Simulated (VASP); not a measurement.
VASP ran on this input.

**INCAR**
```
ALGO = Normal
EDIFF = 1E-6
EDIFFG = -0.02
ENCUT = 520
GGA = PS
IBRION = 2
ISIF = 3
ISMEAR = 1
LASPH = .TRUE.
LCHARG = .FALSE.
LMAXMIX = 4
LREAL = .FALSE.
LWAVE = .FALSE.
NELM = 100
NSW = 60
PREC = Accurate
SIGMA = 0.1
SYSTEM = TiB2
```

File KPOINTS:
```
Automatic mesh
0
Gamma
11 11 9
0 0 0
```

File POSCAR:
```
TiB2
1.0
  1.5103582640  -2.6160172772   0.0000000000
  1.5103582640   2.6160172772   0.0000000000
  0.0000000000   0.0000000000   3.1819276508
Ti B
1 2
Cart
  1.5103582640  -2.6160172772   3.1819276508
  1.5103582640   0.8720075031   1.5909638254
  1.5103582640  -0.8720075031   1.5909638254
```

POTCAR, in this order: Ti_sv B (PBE.64 set). Program: vasp_std.

Question: Translate this PBEsol calculation to Ansatz.

Answer: One equivalent input (not run):
Ansatz 0.2 input:
```yaml
crystal:
  lattice:
    - [1.5103583, -2.6160173, 0.0000000]
    - [1.5103583, 2.6160173, 0.0000000]
    - [0.0000000, 0.0000000, 3.1819277]
  atoms:
    - { symbol: Ti, position: [1.0000000, 0.0000000, 1.0000000] }
    - { symbol: B, position: [0.3333330, 0.6666670, 0.5000000] }
    - { symbol: B, position: [0.6666670, 0.3333330, 0.5000000] }
kpoints:
  mp_grid: { grid: [11, 11, 9] }
hamiltonian:
  xc: pbesol
  pseudopotentials: { kind: paw }
scf:
  occupations: { method: methfessel_paxton, width: 0.1 }
  max_iter: 100
relax:
  max_steps: 60
  f_tol: 0.02
  cell: {}
output: { forces: true, stress: true, eigenvalues: true }
```
Limits of the translation: each code has its own PAW files, so the cut-off isn't converted (ENCUT is set for VASP's; basis.ecutwfc is left out, and Ansatz then takes the one that its files recommend); Ansatz stops its SCF on the density residual and VASP on the energy change (EDIFF).

The compound is TiB2 in the AlB2 type structure. This run relaxes it. Symmetry was kept, so distortions that lower it aren't found. The start is the result of an earlier pass.
